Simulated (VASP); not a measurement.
Here is the system:

```yaml
crystal:
  lattice:
    - [2.15649, -3.91208, 0.00000]
    - [2.15649, 3.91208, 0.00000]
    - [0.00000, 0.00000, 7.26927]
  atoms:
    - { symbol: Ba, position: [0.64960, 0.35040, 0.75000] }
    - { symbol: Ba, position: [0.35040, 0.64960, 0.25000] }
```

Level of theory: PBEsol GGA, VASP's PBE PAW potentials (set 64) (plane waves; VASP). Numerical set-up: 300 eV cut-off, 6×6×3 Γ-centred mesh, Gaussian smearing of 0.27 eV, potentials Ba_sv.

Unless said otherwise, spin-orbit coupling is left out, though it shifts the bands of the heavy elements here.

Problem. Predict the energy per atom (σ→0), band gap (on the k-mesh) with the smallest direct gap where there is one.

Solution. 
```
Item                                                        Result
------------------------  ----------------------------------------
band gap (on the k-mesh)  none (metal, semimetal or under 0.01 eV)
energy per atom (σ→0)                               -2132 meV/atom
```

Total energies compare only between runs with the same potentials, cut-off and functional.

The structure comes from a computed database's Ba entry (Cmcm); how it stands against other phases isn't given here. The cell was not relaxed at this level.
